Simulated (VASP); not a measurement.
Given:

```
CELL_PARAMETERS angstrom
      4.64797     0.00000     0.00000
      0.00000     4.64797     0.00000
      0.00000     0.00000     4.64797
ATOMIC_POSITIONS crystal
  Tl 0.00000 0.50000 0.50000
  Tl 0.50000 0.00000 0.50000
  Tl 0.50000 0.50000 0.00000
  Ag 0.00000 0.00000 0.00000
```

Level of theory: PBEsol GGA with spin-orbit coupling, VASP's PBE PAW potentials (set 64) (plane waves; VASP 6.6.1). Run with 400 eV cut-off, 6×6×6 Γ-centred mesh, Gaussian smearing of 0.050 eV, potentials Tl_d Ag.

Q: Give the energies of bands 43 to 56 at the high-symmetry points, in eV from the Fermi level.

A: 
```json
[
 {"band": "43", "Γ": "-2.39", "X": "-4.02", "M": "-4.11", "R": "-3.37"},
 {"band": "44", "Γ": "-2.39", "X": "-4.02", "M": "-4.11", "R": "-3.37"},
 {"band": "45", "Γ": "-2.39", "X": "-2.88", "M": "-3.60", "R": "-3.37"},
 {"band": "46", "Γ": "-2.39", "X": "-2.88", "M": "-3.60", "R": "-3.37"},
 {"band": "47", "Γ": "-1.72", "X": "0.32", "M": "-3.11", "R": "-3.17"},
 {"band": "48", "Γ": "-1.72", "X": "0.32", "M": "-3.11", "R": "-3.17"},
 {"band": "49", "Γ": "-1.72", "X": "0.32", "M": "1.41", "R": "-2.67"},
 {"band": "50", "Γ": "-1.72", "X": "0.32", "M": "1.41", "R": "-2.67"},
 {"band": "51", "Γ": "-1.26", "X": "1.14", "M": "1.91", "R": "-2.67"},
 {"band": "52", "Γ": "-1.26", "X": "1.14", "M": "1.91", "R": "-2.67"},
 {"band": "53", "Γ": "1.25", "X": "1.33", "M": "2.63", "R": "-2.23"},
 {"band": "54", "Γ": "1.25", "X": "1.33", "M": "2.63", "R": "-2.23"},
 {"band": "55", "Γ": "4.39", "X": "1.95", "M": "3.10", "R": "-0.23"},
 {"band": "56", "Γ": "4.39", "X": "1.95", "M": "3.10", "R": "-0.23"}
]
```

It has no gap at this level: it comes out as a metal or semimetal.

The structure comes from a computed database's Tl3Ag entry (Pm-3m); how it stands against other phases isn't given here. It was relaxed first, which changed the volume by -10 %.
